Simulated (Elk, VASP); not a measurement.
An input for Elk (PBE, all-electron FP-LAPW, Elk's shipped species files, default APW+lo basis):

```
tasks
  0

xctype
  20

rgkmax
  7.0

rmtscf
  0.97

stype
  3

swidth
  0.00367493

avec
   -2.8511961001    2.8511961001    2.8511961001
    2.8511961001   -2.8511961001    2.8511961001
    2.8511961001    2.8511961001   -2.8511961001

sppath
  './'

atoms
  1   : nspecies
  'V.in'   : spfname
  1   : natoms; atposl, bfcmt below
  0.0000000000  0.0000000000  0.0000000000    0.0 0.0 0.0

ngridk
  15 15 15
```

**Question.** Translate it to VASP.

**Answer.** One set of files that does it:

**POSCAR**
```
V
1
   -1.5087880000     1.5087880000     1.5087880000
    1.5087880000    -1.5087880000     1.5087880000
    1.5087880000     1.5087880000    -1.5087880000
V
1
Direct
  0.0000000000   0.0000000000   0.0000000000
```

**INCAR**
```
! general
SYSTEM =V
PREC   =Accurate
ENCUT  =300
LREAL  =F
LASPH  =T

! electronic loop
EDIFF  =1E-6
NELM   =100
ALGO   =Normal
LMAXMIX=4

! smearing
ISMEAR =-1
SIGMA  =0.1

! functional
GGA    =PE

! ions
ISIF   =2

! output
LWAVE  =F
LCHARG =F
```

File KPOINTS:
```
Automatic mesh
0
Gamma
15 15 15
0 0 0
```

POTCAR, in this order: V_sv (PBE.64 set). Program: vasp_std.

Both inputs were run and reached self-consistency, which says nothing on mesh or cut-off. Potentials, basis and cut-offs are each code's own, so they don't translate, and total energies aren't comparable.

VASP also gives the stress here, which the Elk input doesn't ask for.

The structure is a typed V crystal (Im-3m). The cell was not relaxed at this level, and it may have been scaled.
